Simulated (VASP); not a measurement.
VASP input:

**INCAR**
```
# general
SYSTEM   =  NbC
PREC     =  Accurate
ENCUT    =  620
LREAL    =  .FALSE.
LASPH    =  .TRUE.

# electronic loop
EDIFF    =  1E-6
NELM     =  100   # most electronic steps
ALGO     =  Normal   # blocked Davidson
LMAXMIX  =  4   # l cut-off of mixed one-centre charges

# smearing
ISMEAR   =  1
SIGMA    =  0.1

# ions
IBRION   =  2
NSW      =  40   # most ionic steps
ISIF     =  3
EDIFFG   =  -0.02   # ionic stop
PSTRESS  =  200   # kbar

# output
LWAVE    =  .FALSE.
LCHARG   =  .FALSE.
```

### POSCAR
```
NbC
1.0
  0.0000000000   2.1745888688   2.1745888688
  2.1745888688   0.0000000000   2.1745888688
  2.1745888688   2.1745888688   0.0000000000
Nb C
1 1
Cart
  0.0000000000   0.0000000000   0.0000000000
  2.1745888688   2.1745888688   2.1745888688
```

File KPOINTS:
```
Automatic mesh
0
Gamma
14 14 14
0 0 0
```

POTCAR, in this order: Nb_sv C (LDA.64 set). Program: vasp_std.

**Question.** Translate this LDA calculation to Quantum ESPRESSO's pw.x.

**Answer.** One equivalent input (not run):
```
&CONTROL
  calculation = 'vc-relax'
  pseudo_dir = './pseudo'
  outdir = './out'
  tprnfor = .true.
  tstress = .true.
  nstep = 40
  forc_conv_thr = 0.00078
/
&SYSTEM
  ibrav = 0
  nat = 2
  ntyp = 2
  ecutwfc = 82
  occupations = 'smearing'
  smearing = 'methfessel-paxton'
  degauss = 0.00735
  input_dft = 'pz'
/
&ELECTRONS
  conv_thr = 7.3e-08
  electron_maxstep = 100
/
&IONS
/
&CELL
  press = 200
/
ATOMIC_SPECIES
  Nb 92.906 Nb.upf
  C 12.011 C.upf
CELL_PARAMETERS angstrom
     0.0000000    2.1745889    2.1745889
     2.1745889   -0.0000000    2.1745889
     2.1745889    2.1745889    0.0000000
ATOMIC_POSITIONS crystal
  Nb   0.0000000  0.0000000  0.0000000
  C    0.5000000  0.5000000  0.5000000
K_POINTS automatic
  14 14 14 0 0 0
```
The two are equivalent in intent, not identical: the potentials are each code's own (VASP's PAW set, PseudoDojo norm-conserving files in pw.x), so ENCUT and ecutwfc are chosen apart and not converted; conv_thr bounds pw.x's estimated SCF error, while EDIFF bounds the energy change between steps; forc_conv_thr acts on force components and is met together with etot_conv_thr.

The compound is NbC in the rock salt structure. It was relaxed first under an external pressure of 20 GPa.
